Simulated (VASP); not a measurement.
All values below come from r2SCAN+rVV10, VASP's PBE PAW potentials (set 64) (plane waves; VASP).

VASP ran on this input.

**POSCAR**
```
Ni
1
    0.0000000000     1.7600000000     1.7600000000
    1.7600000000     0.0000000000     1.7600000000
    1.7600000000     1.7600000000     0.0000000000
Ni
1
Direct
  0.0000000000   0.0000000000   0.0000000000
```

File KPOINTS:
```
Automatic
0
gamma
  16 16 16
```

INCAR:
```
# general
SYSTEM  =Ni
PREC    =Accurate
ENCUT   =520
LREAL   =.FALSE.
LASPH   =.TRUE.

# electronic loop
EDIFF   =1E-6   # SCF stop (eV)
NELM    =100   # most electronic steps
ALGO    =Normal
LMAXMIX =4
LMIXTAU =.TRUE.

# smearing
ISMEAR  =1
SIGMA   =0.1   # width (eV)

# functional
METAGGA =R2SCAN
LUSE_VDW=.TRUE.
BPARAM  =11.95
CPARAM  =0.0093

# spin
ISPIN   =2   # spin-polarised
MAGMOM  =0.8

# ions
IBRION  =2   # conjugate gradients
NSW     =60   # most ionic steps
ISIF    =3   # ions, shape and volume
EDIFFG  =-0.01   # ionic stop

# output
LWAVE   =.FALSE.
LCHARG  =.FALSE.
LORBIT  =10
```

POTCAR, in this order: Ni (PBE.64 set). Program: vasp_std.

Energy and stress use the plane-wave basis of the starting cell.

### Question
What does the run give for the energy per atom (σ→0), cell moment, volume per atom, band gap (on the k-mesh)?

### Answer

```
Item                                                         Value
------------------------  ----------------------------------------
energy per atom (σ→0)                              -11.703 eV/atom
cell moment                                                0.75 μB
band gap (on the k-mesh)  none (metal, semimetal or under 0.01 eV)
volume per atom                                      10.46 Å³/atom
```

File OSZICAR:
```
...
DAV:   5    -0.117026246071E+02    0.88713E-03   -0.49370E-03  6607   0.955E-01    0.182E-01
DAV:   6    -0.117027052211E+02   -0.80614E-04   -0.14805E-04  6437   0.142E-01    0.140E-01
DAV:   7    -0.117027797977E+02   -0.74577E-04   -0.10196E-04  5877   0.141E-01    0.458E-02
DAV:   8    -0.117028027851E+02   -0.22987E-04   -0.12666E-04  5584   0.144E-01    0.127E-02
DAV:   9    -0.117028065905E+02   -0.38054E-05   -0.45049E-06  4594   0.296E-02    0.324E-03
DAV:  10    -0.117028053400E+02    0.12505E-05   -0.31725E-07  2637   0.960E-03    0.198E-03
DAV:  11    -0.117028057168E+02   -0.37681E-06   -0.32164E-07  2619   0.791E-03
   3 F= -.11702806E+02 E0= -.11702995E+02  d E =-.123273E-01  mag=     0.7524
```

The compound is Ni in the fcc structure. This run relaxes it. Symmetry was kept, so distortions that lower it aren't found.
